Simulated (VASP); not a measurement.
All values below come from LDA (Ceperley-Alder, Perdew-Zunger), VASP's LDA PAW potentials (set 64) (plane waves; VASP).

VASP ran on this input.

INCAR:
```
! general
SYSTEM =SnPbSe2
PREC   =Accurate
ENCUT  =400
LREAL  =.FALSE.
LASPH  =.TRUE.

! electronic loop
EDIFF  =1E-7
NELM   =100
ALGO   =Normal   ! blocked Davidson
LMAXMIX=4   ! l cut-off of mixed one-centre charges

! smearing
ISMEAR =-5

! ions
ISIF   =2

! output
LWAVE  =.FALSE.
LCHARG =.TRUE.
LORBIT =11
NEDOS  =601   ! DOS grid

! other
LEFG   =.TRUE.
```

**KPOINTS**
```
Automatic mesh
0
Gamma
7 7 7
0 0 0
```

POSCAR:
```
SnPbSe2
1
    2.1085794566     1.2173893822     6.8901706165
   -2.1085794566     1.2173893822     6.8901706165
    0.0000000000    -2.4347778089     6.8901706204
Sn Pb Se
1 1 2
Direct
  0.5000000000   0.5000000000   0.5000000000
  1.0000000000   1.0000000000   1.0000000000
  0.7525965867   0.7525965867   0.7525965867
  0.2474034133   0.2474034133   0.2474034133
```

POTCAR, in this order: Sn_d Pb_d Se (LDA.64 set). Program: vasp_std.

What will the output report for the number of irreducible k-points (NKPTS), number of bands (NBANDS), largest plane-wave count, number of space-group operations, FFT grid (NGX, NGY, NGZ)?

The number of irreducible k-points (NKPTS) comes out as 44 and the number of bands (NBANDS) is 24. The largest plane-wave count is 1946 and the number of space-group operations is 12. The FFT grid (NGX, NGY, NGZ) is 48 × 48 × 48.

The structure comes from a computed database's SnPbSe2 entry (R-3m); how it stands against other phases isn't given here. It was relaxed first, which changed the volume by -7 %.
